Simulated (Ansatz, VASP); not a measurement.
# LiH (rock-salt LiH, size series) in two plane-wave programs

One calculation is typed for both programs; each brings its own data sets. How far apart do they land? The cell is taken from a series of runs on this material, whose earlier steps may have relaxed, scaled, displaced or heated it; both programs get it as it stands.

Program: Ansatz 0.2.0. Level of theory: plane waves, with VASP 6.6.1 beside it; single point at PBE. Results are calculated unless marked as measured.

## Step 1: Set-up

The cell holds 216 atoms: 108 Li and 108 H. Cell: a = 12.249 Å, b = 12.249 Å, c = 12.249 Å, α = 90.0°, β = 90.0°, γ = 90.0°. It derives from LiH (rock-salt), repeated 3×3×3. As first built, before any earlier steps moved the atoms (in the runner's words): rock-salt LiH (a = 4.083 A), 3 x 3 x 3 conventional cells; ideal positions.

## Step 2: VASP: single point, PBE

A single point gives forces, pressure and levels at one fixed geometry, so differences don't come from the geometry; what else differs is listed under the comparison.

Lines of VASP's logs that name or quote its potential files are left out, and so is its time.

INCAR reads:

```
SYSTEM = LiH
PREC = Accurate
ENCUT = 650
EDIFF = 1E-06
NELM = 120
ISMEAR = 0
SIGMA = 0.01
LREAL = Auto
ALGO = Normal
GGA = PE
NBANDS = 367
LORBIT = 11
LWAVE = .FALSE.
LCHARG = .FALSE.
ISIF = 2
LASPH = .TRUE.
GGA_COMPAT = .FALSE.
EFERMI = MIDGAP
```

POSCAR reads:

```
LiH
1.0
   12.2490000000      0.0000000000      0.0000000000
    0.0000000000     12.2490000000      0.0000000000
    0.0000000000      0.0000000000     12.2490000000
Li H
108 108
Direct
    0.0000000000      0.0000000000      0.0000000000
    0.0000000000      0.1666700000      0.1666700000
    0.1666700000      0.0000000000      0.1666700000
    0.1666700000      0.1666700000      0.0000000000
    0.0000000000      0.0000000000      0.3333300000
    0.0000000000      0.1666700000      0.5000000000
    0.1666700000      0.0000000000      0.5000000000
    0.1666700000      0.1666700000      0.3333300000
    0.0000000000      0.0000000000      0.6666700000
    0.0000000000      0.1666700000      0.8333300000
    0.1666700000      0.0000000000      0.8333300000
    0.1666700000      0.1666700000      0.6666700000
    0.0000000000      0.3333300000      0.0000000000
    0.0000000000      0.5000000000      0.1666700000
    0.1666700000      0.3333300000      0.1666700000
    0.1666700000      0.5000000000      0.0000000000
    0.0000000000      0.3333300000      0.3333300000
    0.0000000000      0.5000000000      0.5000000000
    0.1666700000      0.3333300000      0.5000000000
    0.1666700000      0.5000000000      0.3333300000
    0.0000000000      0.3333300000      0.6666700000
    0.0000000000      0.5000000000      0.8333300000
    0.1666700000      0.3333300000      0.8333300000
    0.1666700000      0.5000000000      0.6666700000
    0.0000000000      0.6666700000      0.0000000000
    0.0000000000      0.8333300000      0.1666700000
    0.1666700000      0.6666700000      0.1666700000
    0.1666700000      0.8333300000      0.0000000000
    0.0000000000      0.6666700000      0.3333300000
    0.0000000000      0.8333300000      0.5000000000
[... 180 atom lines left out ...]
    0.6666700000      0.6666700000      0.5000000000
    0.6666700000      0.8333300000      0.3333300000
    0.8333300000      0.6666700000      0.6666700000
    0.8333300000      0.8333300000      0.8333300000
    0.6666700000      0.6666700000      0.8333300000
    0.6666700000      0.8333300000      0.6666700000
```

KPOINTS reads:

```
Automatic mesh
0
Gamma
1 1 1
0 0 0
```

The projector-augmented-wave data sets are Li_sv and H (PBE family, release 64).

The run is started by

```console
$ export OMP_NUM_THREADS=3
$ mpirun -np 1 vasp_gam
```

Log:

```text
[banner, memory and clock lines left out]
running    1 mpi-ranks, on    1 nodes
[...]
Offloading initialized ...    1 GPUs detected
[...]
LDA part: xc-table for (Slater+PW92), standard interpolation
 POSCAR, INCAR and KPOINTS ok, starting setup
[...]
entering main loop
       N       E                     dE             d eps       ncg     rms          rms(c)
DAV:   1     0.399813794928E+04    0.39981E+04   -0.22446E+05   774   0.150E+03
DAV:   2     0.878756815470E+02   -0.39103E+04   -0.33818E+04   798   0.413E+02
DAV:   3    -0.533233136096E+03   -0.62111E+03   -0.61032E+03  1124   0.122E+02
DAV:   4    -0.666511843279E+03   -0.13328E+03   -0.13173E+03  1252   0.545E+01
[...]
DAV:  13    -0.658962247259E+03   -0.18546E-04   -0.12558E-04   940   0.241E-02    0.101E-02
DAV:  14    -0.658962272266E+03   -0.25007E-04   -0.13952E-04  1060   0.133E-02    0.122E-02
DAV:  15    -0.658962272967E+03   -0.70062E-06   -0.83252E-06   708   0.307E-03
   1 F= -.65896227E+03 E0= -.65896227E+03  d E =0.000000E+00
```

From OUTCAR (step 2):

```text
  FREE ENERGIE OF THE ION-ELECTRON SYSTEM (eV)
  ---------------------------------------------------
  free  energy   TOTEN  =      -658.9622729669 eV

  energy  without entropy=     -658.9622729669  energy(sigma->0) =     -658.96227297

[... 1 further part left out ...]
```

The run ends at a pressure of -1.69 GPa, with forces up to 1.5e-4 eV/Å.

## Step 3: Ansatz: single point, PBE

Ansatz runs on its default PAW (the set named soft_2) files.

The same cell, functional and mesh now go to Ansatz, which takes its cutoff from its data sets.

input.yaml reads:

```yaml
crystal:
  lattice:
    - [12.249, 0.0, 0.0]
    - [0.0, 12.249, 0.0]
    - [0.0, 0.0, 12.249]
  atoms:
    - { symbol: Li, position: [0.0, 0.0, 0.0] }
    - { symbol: H, position: [0.16667, 0.0, 0.0] }
    - { symbol: Li, position: [0.0, 0.16667, 0.16667] }
    - { symbol: H, position: [0.16667, 0.16667, 0.16667] }
    - { symbol: Li, position: [0.16667, 0.0, 0.16667] }
    - { symbol: H, position: [0.0, 0.0, 0.16667] }
    - { symbol: Li, position: [0.16667, 0.16667, 0.0] }
    - { symbol: H, position: [0.0, 0.16667, 0.0] }
    - { symbol: Li, position: [0.0, 0.0, 0.33333] }
    - { symbol: H, position: [0.16667, 0.0, 0.33333] }
    - { symbol: Li, position: [0.0, 0.16667, 0.5] }
    - { symbol: H, position: [0.16667, 0.16667, 0.5] }
    - { symbol: Li, position: [0.16667, 0.0, 0.5] }
    - { symbol: H, position: [0.0, 0.0, 0.5] }
    - { symbol: Li, position: [0.16667, 0.16667, 0.33333] }
    - { symbol: H, position: [0.0, 0.16667, 0.33333] }
    - { symbol: Li, position: [0.0, 0.0, 0.66667] }
    - { symbol: H, position: [0.16667, 0.0, 0.66667] }
    - { symbol: Li, position: [0.0, 0.16667, 0.83333] }
    - { symbol: H, position: [0.16667, 0.16667, 0.83333] }
    - { symbol: Li, position: [0.16667, 0.0, 0.83333] }
    - { symbol: H, position: [0.0, 0.0, 0.83333] }
    - { symbol: Li, position: [0.16667, 0.16667, 0.66667] }
    - { symbol: H, position: [0.0, 0.16667, 0.66667] }
    - { symbol: Li, position: [0.0, 0.33333, 0.0] }
    - { symbol: H, position: [0.16667, 0.33333, 0.0] }
    - { symbol: Li, position: [0.0, 0.5, 0.16667] }
    - { symbol: H, position: [0.16667, 0.5, 0.16667] }
    - { symbol: Li, position: [0.16667, 0.33333, 0.16667] }
    - { symbol: H, position: [0.0, 0.33333, 0.16667] }
[... 180 atom lines left out ...]
    - { symbol: Li, position: [0.66667, 0.83333, 0.83333] }
    - { symbol: H, position: [0.83333, 0.83333, 0.83333] }
    - { symbol: Li, position: [0.83333, 0.66667, 0.83333] }
    - { symbol: H, position: [0.66667, 0.66667, 0.83333] }
    - { symbol: Li, position: [0.83333, 0.83333, 0.66667] }
    - { symbol: H, position: [0.66667, 0.83333, 0.66667] }
kpoints:
  mp_grid: { grid: [1, 1, 1] }
hamiltonian:
  xc: pbe
scf:
  occupations: { method: fixed }
output:
  forces: true
```

The run is started by

```console
$ ansatz run input.yaml --threads 4 --pin off --max-ram 8192MiB --backend cpu --events-out ev --progress --plain --runs-dir out
```

Log:

```text
Warning: the atoms were moved onto the symmetric positions of the space group found under crystal.symmetry.tolerance 1.0e-5 (fractional; no operation is sought that the atoms, as they stand in a round, miss by more than twice it, and no atom is moved by as much as it), and the run uses the moved positions. Before a round's move an operation carried an atom to 1.41e-4 Å from where it should land, the largest such dist [...]
[...]
atom  52  H      0.00000000    -0.00000000    -0.00000000
  atom  53  Li    -0.00000000    -0.00000000    -0.00000000
  atom  54  H      0.00000000     0.00000000     0.00000000
  atom  55  Li    -0.00000000     0.00000000    -0.00000000
  atom  56  H      0.00000000     0.00000000    -0.00000000
  atom  57  Li    -0.00000000     0.00000000    -0.00000000
  atom  58  H      0.00000000    -0.00000000     0.00000000
  atom  59  Li    -0.00000000     0.00000000    -0.00000000
  atom  60  H      0.00000000     0.00000000    -0.00000000
  atom  61  Li    -0.00000000    -0.00000000    -0.00000000
  atom  62  H      0.00000000     0.00000000     0.00000000
  atom  63  Li    -0.00000000     0.00000000    -0.00000000
  atom  64  H      0.00000000     0.00000000     0.00000000
  atom  65  Li    -0.00000000     0.00000000    -0.00000000
  atom  66  H      0.00000000    -0.00000000    -0.00000000
  atom  67  Li    -0.00000000    -0.00000000    -0.00000000
  atom  68  H      0.00000000    -0.00000000    -0.00000000
  atom  69  Li    -0.00000000    -0.00000000     0.00000000
  atom  70  H      0.00000000     0.00000000     0.00000000
  atom  71  Li    -0.00000000     0.00000000    -0.00000000
  atom  72  H      0.00000000     0.00000000    -0.00000000
  atom  73  Li    -0.00000000    -0.00000000    -0.00000000
  atom  74  H      0.00000000    -0.00000000    -0.00000000
  atom  75  Li    -0.00000000     0.00000000     0.00000000
[...]
atom 209  Li     0.00000000     0.00000000     0.00000000
  atom 210  H      0.00000000     0.00000000    -0.00000000
  atom 211  Li    -0.00000000     0.00000000    -0.00000000
  atom 212  H      0.00000000     0.00000000     0.00000000
  atom 213  Li    -0.00000000     0.00000000    -0.00000000
  atom 214  H      0.00000000     0.00000000    -0.00000000
  atom 215  Li     0.00000000     0.00000000     0.00000000
  atom 216  H      0.00000000     0.00000000    -0.00000000
  max |Σ_I F_I| component: 1.48e-23 eV/Å
```

## Step 4: Differences

Known differences besides the potentials themselves: fixed occupations in Ansatz, narrow Gaussian smearing in VASP; Ansatz takes its cutoff from its data sets, VASP runs at 650 eV. Total energies have different zeros and are not compared.

The two programs side by side:

```
              quantity  Ansatz   VASP  difference
gap on the k mesh (eV)   3.007  3.001      +0.006
```

A gap on the mesh is an upper bound, since the band edges may lie between its points.

## Step 5: Outcome

```yaml
difference_in_gap_on_the_k_mesh_single_point_pbe: 0.0065 eV
```

What this shows: The difference in gap on the k mesh is 0.0065 eV (single point, PBE), within the 0.08 eV picked in this series as the mark of a large difference. How closely two codes agree says nothing of how well the functional describes the real material.

[Lines on the potential files, build, host, timing and source positions are cut from VASP's logs without a mark.]

[Logs are printed without paths, hosts, clocks, repeated set-up lines and the standing remarks that a program may print on its own settings, such as how far it seeks lower states.]

[Hosts, paths, dates, database ids (printed as entryN), source tags and the programs' standing remarks are cut or masked in the printed files.]
